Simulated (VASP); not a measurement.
An input for Quantum ESPRESSO's pw.x (written as the equivalent of a VASP run, and not itself run):

```
&CONTROL
  calculation = 'vc-relax'
  pseudo_dir = './pseudo'
  outdir = './out'
  tprnfor = .true.
  tstress = .true.
  nstep = 30
  forc_conv_thr = 0.00039
/
&SYSTEM
  ibrav = 0
  nat = 2
  ntyp = 1
  ecutwfc = 78
  occupations = 'smearing'
  smearing = 'methfessel-paxton'
  degauss = 0.00735
  input_dft = 'pz'
/
&ELECTRONS
  conv_thr = 7.3e-09
  electron_maxstep = 100
/
&IONS
/
&CELL
  cell_dofree = 'shape'
/
ATOMIC_SPECIES
  Sc 44.956 Sc.upf
CELL_PARAMETERS angstrom
     1.5832244   -2.7422250    0.0000000
     1.5832244    2.7422250    0.0000000
     0.0000000    0.0000000    4.8908836
ATOMIC_POSITIONS crystal
  Sc   0.3333330  0.6666670  0.2500000
  Sc   0.6666670  0.3333330  0.7500000
K_POINTS automatic
  13 13 7 0 0 0
```

**Question.** Translate this input to VASP (INCAR, KPOINTS, POSCAR, choice of POTCAR).

**Answer.** One answer among several that fit: 
POSCAR:
```
Sc
1.0
  1.5832243758  -2.7422249799   0.0000000000
  1.5832243758   2.7422249799   0.0000000000
  0.0000000000   0.0000000000   4.8908835866
Sc
2
direct
  0.3333330000   0.6666670000   0.2500000000
  0.6666670000   0.3333330000   0.7500000000
```

### INCAR
```
SYSTEM  =  Sc
PREC  =  Accurate; ENCUT  =  520; LREAL  =  F
LASPH  =  T
EDIFF  =  1E-7; NELM  =  100; ALGO  =  Normal
LMAXMIX  =  4
ISMEAR  =  1; SIGMA  =  0.1
IBRION  =  2; NSW  =  30; ISIF  =  4
EDIFFG  =  -0.01
LWAVE  =  F; LCHARG  =  F
```

File KPOINTS:
```
kpoints
0
G
 13 13 7
0 0 0
```

POTCAR, in this order: Sc_sv (LDA.64 set). Program: vasp_std.

What does not carry over: the potentials are each code's own (VASP's PAW set, PseudoDojo norm-conserving files in pw.x), so ENCUT and ecutwfc are chosen apart and not converted; conv_thr bounds pw.x's estimated SCF error, while EDIFF bounds the energy change between steps; forc_conv_thr acts on force components and is met together with etot_conv_thr.

The compound is Sc in the hcp structure. This cell is one point of a volume scan, at 0.94 of the reference volume. Symmetry was kept, so distortions that lower it aren't found.
